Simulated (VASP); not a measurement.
```xyz
1
Lattice="0.0000 1.7585 1.7585 1.7585 0.0000 1.7585 1.7585 1.7585 0.0000" Properties=species:S:1:pos:R:3 pbc="T T T"
Ni     0.0000     0.0000     0.0000
```
Starting moments (μB, in the order of the record's atoms Ni): 0.6.

Method: PBE GGA, VASP's PBE PAW potentials (set 64) (plane waves; VASP). Settings: 500 eV cut-off, 18×18×18 Γ-centred mesh, first-order Methfessel-Paxton smearing of 0.10 eV, potentials Ni.

Energy and stress use the plane-wave basis of the starting cell.

**Question.** The ions, cell shape and volume at an external pressure of 5.0 GPa are relaxed. What does this cell relax into?

**Answer.** 
```xyz
1
Lattice="0.0000 1.7446 1.7446 1.7446 0.0000 1.7446 1.7446 1.7446 0.0000" Properties=species:S:1:pos:R:3 pbc="T T T"
Ni     0.0000     0.0000     0.0000
```
Space group Fm-3m (225), at a tolerance of 0.03 Å. The cell ends with 0.61 μB, on the sites 0.62 μB.

**Question.** How do energy and volume change from the first to the last step?

**Answer.** The energy (σ→0) changes by +3.9 meV/atom and the volume by -2.3 %, in 3 ionic steps.

The compound is Ni in the fcc structure. This run relaxes it under an external pressure of 5 GPa. Symmetry was kept, so distortions that lower it aren't found.
